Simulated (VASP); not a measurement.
Input:

```yaml
crystal:
  lattice:
    - [2.77440, 0.00000, 0.00000]
    - [0.00000, 2.77440, 0.00000]
    - [0.00000, 0.00000, 3.78420]
  atoms:
    - { symbol: Fe, position: [0.00000, 0.00000, 0.00000], spin: 3.0 }
    - { symbol: Pt, position: [0.50000, 0.50000, 0.50000] }
```

Computed with PBE GGA, VASP's PBE PAW potentials (set 64) (plane waves; VASP 6.6.1). Run with 400 eV cut-off, 10×10×7 Γ-centred mesh, first-order Methfessel-Paxton smearing of 0.10 eV, potentials Fe Pt.

Unless said otherwise, spin-orbit coupling is left out, though it shifts the bands of the heavy elements here.

Estimate the cell moment, energy per atom (σ→0), pressure, band gap (on the k-mesh) with the smallest direct gap where there is one.

```json
{
 "band gap (on the k-mesh)": "none (metal, semimetal or under 0.01 eV)",
 "cell_moment": "3.38 μB",
 "energy per atom (σ→0)": "-7.389 eV/atom",
 "pressure": "-7.63 GPa"
}
```

Give the moment on each site (PAW-sphere projection).

```tsv
site	moment (μB)
Fe1	3.02
Pt2	0.35
```

The absolute energy has meaning only against runs of the same code, potentials and settings.

The compound is FePt in the L1_0 structure. The cell was not relaxed at this level.
